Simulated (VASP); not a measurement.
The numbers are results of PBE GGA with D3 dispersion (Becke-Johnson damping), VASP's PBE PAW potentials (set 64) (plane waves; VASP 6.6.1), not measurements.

A VASP calculation is set up with these files.

POSCAR:
```
Ir
1
    0.0000000000     1.9400257459     1.9400257459
    1.9400257459     0.0000000000     1.9400257459
    1.9400257459     1.9400257459     0.0000000000
Ir
1
Direct
  0.0000000000   0.0000000000   0.0000000000
```

File KPOINTS:
```
Automatic mesh
0
Gamma
16 16 16
0 0 0
```

### INCAR
```
LCHARG  =  F
LWAVE  =  F
ENCUT  =  520
LASPH  =  T
EDIFF  =  1E-7   # SCF stop (eV)
IVDW  =  12   # D3, Becke-Johnson
GGA  =  PE
ALGO  =  Normal
SIGMA  =  0.1
ISMEAR  =  1
ISIF  =  2   # forces and stress, cell fixed
PREC  =  Accurate
LREAL  =  F
SYSTEM  =  Ir
LMAXMIX  =  6
NELM  =  100
```

POTCAR, in this order: Ir (PBE.64 set). Program: vasp_std.

Unless said otherwise, spin-orbit coupling is left out, though it shifts the bands of the heavy elements here.

Q: Predict the energy per atom (σ→0), dispersion energy, pressure, band gap (on the k-mesh).

A: 
| Quantity | Value |
|---|---|
| energy per atom (σ→0) | -9.552 eV/atom |
| dispersion energy | -0.711 eV |
| band gap (on the k-mesh) | none (metal, semimetal or under 0.01 eV) |
| pressure | -99.2 kbar |

File OSZICAR:
```
...
DAV:   6    -0.892825703822E+01    0.47756E+00   -0.10519E+00  2680   0.143E+01    0.569E+00
DAV:   7    -0.884667578600E+01    0.81581E-01   -0.30106E-01  3064   0.711E+00    0.158E+00
DAV:   8    -0.884120039278E+01    0.54754E-02   -0.20911E-03  2576   0.718E-01    0.475E-01
DAV:   9    -0.884054214342E+01    0.65825E-03   -0.62787E-04  3096   0.413E-01    0.129E-02
DAV:  10    -0.884054893768E+01   -0.67943E-05   -0.38898E-06  3136   0.199E-02    0.370E-03
DAV:  11    -0.884054911239E+01   -0.17471E-06   -0.11859E-07  2744   0.412E-03    0.553E-04
DAV:  12    -0.884054903065E+01    0.81740E-07   -0.65133E-09  1360   0.104E-03
   1 F= -.95517691E+01 E0= -.95516690E+01  d E =-.300348E-03
```

The compound is Ir in the fcc structure. This cell is one point of a volume scan, at 1.03 of the reference volume.
